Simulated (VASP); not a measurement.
An input for Quantum ESPRESSO's pw.x (written as the equivalent of a VASP run, and not itself run):

```
&CONTROL
  calculation = 'vc-relax'
  pseudo_dir = './pseudo'
  outdir = './out'
  tprnfor = .true.
  tstress = .true.
  nstep = 40
  forc_conv_thr = 0.00078
/
&SYSTEM
  ibrav = 0
  nat = 2
  ntyp = 2
  ecutwfc = 82.3
  occupations = 'smearing'
  smearing = 'gaussian'
  degauss = 0.003675
  input_dft = 'pbesol'
/
&ELECTRONS
  conv_thr = 7.3e-08
  electron_maxstep = 100
/
&IONS
/
&CELL
  press = 300
/
ATOMIC_SPECIES
  Te 127.600 Te.upf
  Pb 207.200 Pb.upf
CELL_PARAMETERS angstrom
    -0.0000000    2.9610160    2.9610160
     2.9610160    0.0000000    2.9610160
     2.9610160    2.9610160    0.0000000
ATOMIC_POSITIONS crystal
  Te   0.5000000  0.5000000  0.5000000
  Pb   0.0000000  0.0000000  0.0000000
K_POINTS automatic
  8 8 8 0 0 0
```

Question: Write the VASP files for the same calculation (PBEsol).

Answer: This is not unique; one that fits is 
**KPOINTS**
```
Automatic mesh
0
G
8 8 8
```

**INCAR**
```
ALGO = Normal
EDIFF = 1E-6
EDIFFG = -0.02
ENCUT = 500
GGA = PS
IBRION = 2
ISIF = 3
ISMEAR = 0
LASPH = .TRUE.
LCHARG = .FALSE.
LMAXMIX = 4
LREAL = .FALSE.
LWAVE = .FALSE.
NELM = 100
NSW = 40
PREC = Accurate
PSTRESS = 300
SIGMA = 0.05
SYSTEM = PbTe
```

**POSCAR**
```
PbTe
1
   -0.0000000000     2.9610160360     2.9610160360
    2.9610160360     0.0000000000     2.9610160360
    2.9610160360     2.9610160360     0.0000000000
Te Pb
1 1
Direct
  0.5000000000   0.5000000000   0.5000000000
  0.0000000000   0.0000000000   0.0000000000
```

POTCAR, in this order: Te Pb_d (PBE.64 set). Program: vasp_std.

Limits of the translation: the potentials are each code's own (VASP's PAW set, PseudoDojo norm-conserving files in pw.x), so ENCUT and ecutwfc are chosen apart and not converted; conv_thr bounds pw.x's estimated SCF error, while EDIFF bounds the energy change between steps; forc_conv_thr acts on force components and is met together with etot_conv_thr.

The compound is PbTe in the rock salt structure. This run relaxes it under an external pressure of 30 GPa. Symmetry was kept, so distortions that lower it aren't found.
